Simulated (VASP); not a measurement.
An input for Ansatz (written as the equivalent of a VASP run, and not itself run):

Ansatz 0.2 input:
```yaml
crystal:
  lattice:
    - [0.0000000, 2.8889511, 2.8889511]
    - [2.8889511, 0.0000000, 2.8889511]
    - [2.8889511, 2.8889511, 0.0000000]
  atoms:
    - { symbol: Mg, position: [0.2500000, 0.2500000, 0.2500000] }
    - { symbol: Mg, position: [0.7500000, 0.7500000, 0.7500000] }
    - { symbol: Ge, position: [0.0000000, 0.0000000, 0.0000000] }
kpoints:
  mp_grid: { grid: [9, 9, 9] }
hamiltonian:
  xc: pbe
  pseudopotentials: { kind: paw }
scf:
  occupations: { method: methfessel_paxton, width: 0.1 }
  max_iter: 100
relax:
  max_steps: 40
  f_tol: 0.02
  cell: { p_target: 45 }
output: { forces: true, stress: true, eigenvalues: true }
```

**Question.** Translate this input to VASP (INCAR, KPOINTS, POSCAR, choice of POTCAR).

**Answer.** One answer among several that fit: 
INCAR:
```
# general
SYSTEM =Mg2Ge
PREC   =Accurate
ENCUT  =500   # plane-wave cut-off (eV)
LREAL  =.FALSE.
LASPH  =.TRUE.   # aspherical one-centre terms

# electronic loop
EDIFF  =1E-6   # SCF stop (eV)
NELM   =100   # most electronic steps
ALGO   =Normal   # blocked Davidson
LMAXMIX=4   # l cut-off of mixed one-centre charges

# smearing
ISMEAR =1   # Methfessel-Paxton
SIGMA  =0.1   # width (eV)

# functional
GGA    =PE

# ions
IBRION =2   # conjugate gradients
NSW    =40
ISIF   =3
EDIFFG =-0.02   # ionic stop
PSTRESS=450   # kbar

# output
LWAVE  =.FALSE.
LCHARG =.FALSE.
```

### POSCAR
```
Mg2Ge
1.0
  0.0000000000   2.8889511348   2.8889511348
  2.8889511348   0.0000000000   2.8889511348
  2.8889511348   2.8889511348   0.0000000000
Mg Ge
2 1
Direct
  0.2500000000   0.2500000000   0.2500000000
  0.7500000000   0.7500000000   0.7500000000
  0.0000000000   0.0000000000   0.0000000000
```

File KPOINTS:
```
Automatic mesh
0
Gamma
9 9 9
0 0 0
```

POTCAR, in this order: Mg Ge_d (PBE.64 set). Program: vasp_std.

Limits of the translation: each code has its own PAW files, so the cut-off isn't converted (ENCUT is set for VASP's; basis.ecutwfc is left out, and Ansatz then takes the one that its files recommend); Ansatz stops its SCF on the density residual and VASP on the energy change (EDIFF).

The compound is Mg2Ge in the antifluorite structure. This run relaxes it under an external pressure of 45 GPa. Symmetry was kept, so distortions that lower it aren't found.
